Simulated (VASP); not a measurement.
Calculation: optB86b-vdW, VASP's PBE PAW potentials (set 64) (plane waves; VASP 6.6.1).

VASP ran on this input.

INCAR:
```
AGGAC = 0.0
ALGO = Normal
EDIFF = 1E-7
EDIFFG = -0.01
ENCUT = 520
GGA = MK
IBRION = 2
ISIF = 4
ISMEAR = 0
LASPH = .TRUE.
LCHARG = .FALSE.
LMAXMIX = 4
LREAL = .FALSE.
LUSE_VDW = .TRUE.
LWAVE = .FALSE.
NELM = 100
NSW = 30
PARAM1 = 0.1234
PARAM2 = 1.0
PREC = Accurate
SIGMA = 0.05
SYSTEM = CdSe
```

### POSCAR
```
CdSe
1.0
  2.2191770643  -3.8437271763   0.0000000000
  2.2191770643   3.8437271763   0.0000000000
  0.0000000000   0.0000000000   7.2336716786
Cd Se
2 2
direct
  0.6666670000   0.3333330000   0.5000500921
  0.3333330000   0.6666670000   0.0000500921
  0.6666670000   0.3333330000   0.8759499079
  0.3333330000   0.6666670000   0.3759499079
```

File KPOINTS:
```
Automatic mesh
0
Gamma
6 6 3
0 0 0
```

POTCAR, in this order: Cd Se (PBE.64 set). Program: vasp_std.

The run wrote:

OSZICAR:
```
       N       E                     dE             d eps       ncg     rms          rms(c)
DAV:   1     0.248948508467E+03    0.24895E+03   -0.16949E+04   616   0.145E+03
DAV:   2     0.116015761491E+02   -0.23735E+03   -0.23187E+03   706   0.342E+02
DAV:   3    -0.195829052788E+01   -0.13560E+02   -0.13513E+02   712   0.813E+01
DAV:   4    -0.208161940943E+01   -0.12333E+00   -0.12329E+00   718   0.768E+00
DAV:   5    -0.208268414968E+01   -0.10647E-02   -0.10647E-02   712   0.654E-01    0.727E+00
DAV:   6    -0.132252103906E+01    0.76016E+00   -0.18108E+00   742   0.125E+01    0.587E+00
DAV:   7    -0.129689353770E+01    0.25628E-01   -0.49364E-01   700   0.385E+00    0.264E+00
DAV:   8    -0.129676915879E+01    0.12438E-03   -0.45507E-02   694   0.234E+00    0.305E-01
DAV:   9    -0.129632811916E+01    0.44104E-03   -0.82785E-03   712   0.106E+00    0.921E-02
DAV:  10    -0.129647840599E+01   -0.15029E-03   -0.83499E-04   664   0.319E-01    0.723E-02
DAV:  11    -0.129655259457E+01   -0.74189E-04   -0.20610E-04   670   0.100E-01    0.212E-02
DAV:  12    -0.129652673580E+01    0.25859E-04   -0.90276E-05   746   0.841E-02    0.503E-03
DAV:  13    -0.129652775185E+01   -0.10160E-05   -0.10198E-05   664   0.179E-02    0.327E-03
DAV:  14    -0.129652780956E+01   -0.57716E-07   -0.17187E-07   634   0.401E-03
   1 F= -.12965278E+01 E0= -.12965278E+01  d E =-.129653E+01
       N       E                     dE             d eps       ncg     rms          rms(c)
DAV:   1    -0.129675415505E+01   -0.22640E-03   -0.92572E-03   628   0.700E-01    0.710E-02
DAV:   2    -0.129663034070E+01    0.12381E-03   -0.18467E-04   718   0.135E-01    0.376E-02
DAV:   3    -0.129657111759E+01    0.59223E-04   -0.10730E-04   694   0.835E-02    0.120E-02
DAV:   4    -0.129657057559E+01    0.54200E-06   -0.14464E-05   688   0.338E-02    0.666E-03
DAV:   5    -0.129657038288E+01    0.19271E-06   -0.54708E-07   724   0.637E-03    0.182E-03
DAV:   6    -0.129657040658E+01   -0.23703E-07   -0.11131E-07   364   0.252E-03
   2 F= -.12965704E+01 E0= -.12965704E+01  d E =-.425970E-04
```

OUTCAR:
```
------------------------ aborting loop because EDIFF is reached ----------------------------------------
  FORCE on cell =-STRESS in cart. coord.  units (eV):
  Direction    XX          YY          ZZ          XY          YZ          ZX
  --------------------------------------------------------------------------------------
  Total       -1.9282155     -1.9282152     -1.8944995      0.0000000      0.0000000      0.0000000
  in kB      -25.0341501    -25.0341469    -24.5964133      0.0000000      0.0000000      0.0000000
  external PRESSURE =     -24.8882368 kB  Pullay stress =       0.0000000 kB
  volume of cell :      123.41
      direct lattice vectors                 reciprocal lattice vectors
     2.218395366 -3.842373247 -0.000000000     0.225388138 -0.130127910  0.000000000
     2.218395366  3.842373247 -0.000000000     0.225388138  0.130127910  0.000000000
    -0.000000000 -0.000000000  7.238770428     0.000000000  0.000000000  0.138145008
  FREE ENERGIE OF THE ION-ELECTRON SYSTEM (eV)
  ---------------------------------------------------
  free  energy   TOTEN  =        -1.2965704066 eV

  energy  without entropy=       -1.2965704031  energy(sigma->0) =       -1.29657040

 reached required accuracy - stopping structural energy minimisation
```
(Selected blocks of OUTCAR.)

CONTCAR:
```
CdSe
   1.00000000000000
     2.2183953658951716   -3.8423732467721519   -0.0000000000000000
     2.2183953658951716    3.8423732467721519   -0.0000000000000000
    -0.0000000000000000   -0.0000000000000000    7.2387704282835994
  Cd              Se
     2     2
Direct
     0.6666669999999968    0.3333330000000032    0.5000455167353649
     0.3333330000000032    0.6666669999999968    0.0000455167353649
     0.6666669999999968    0.3333330000000032    0.8759544832646328
     0.3333330000000032    0.6666669999999968    0.3759544832646328
```

The compound is CdSe in the wurtzite structure. This cell is one point of a volume scan, at 1.06 of the reference volume. Symmetry was kept, so distortions that lower it aren't found.
